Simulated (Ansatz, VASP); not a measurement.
## One calculation of BeHF3, two programs

```
Be H F
1.0
     3.44925    0.00000    0.00000
     0.00000    3.44925    0.00000
     0.00000    0.00000    3.44925
Be H F
1 1 3
Cartesian
  1.7246 1.7246 1.7246
  0.0000 0.0000 0.0000
  0.0000 1.7246 1.7246
  1.7246 0.0000 1.7246
  1.7246 1.7246 0.0000
```

Change from the starting cell: species swapped into the Ba3PbO type (Pm-3m, No. 221).

Alike in both runs: functional PBE; k mesh 12 × 12 × 12; occupations gaussian, width 0.1 eV; no spin polarisation.

Ansatz relaxed the structure, and its values are those at the end. VASP's run is a single point on that final structure, the one shown.

|  | VASP | Ansatz |
| --- | --- | --- |
| version | VASP 6.6.1 | Ansatz 0.2.0 |
| potentials or method | VASP PAW PBE potentials, release 64 (Be, H, F) | scalar-relativistic, plane waves, PAW |
| plane-wave cutoff (eV) | 520 | 420 |
| valence electrons in the cell | 24 | 24 |

VASP gave:

- gap on the k mesh at the Fermi level (eV): none
- pressure (GPa): -0.1

**Question.** What did Ansatz give for the same quantities?

**Answer.** gap on the k mesh at the Fermi level (eV): none; pressure (GPa): 0.0.

A gap of «none» marks a metal or a gap that the smearing closes.
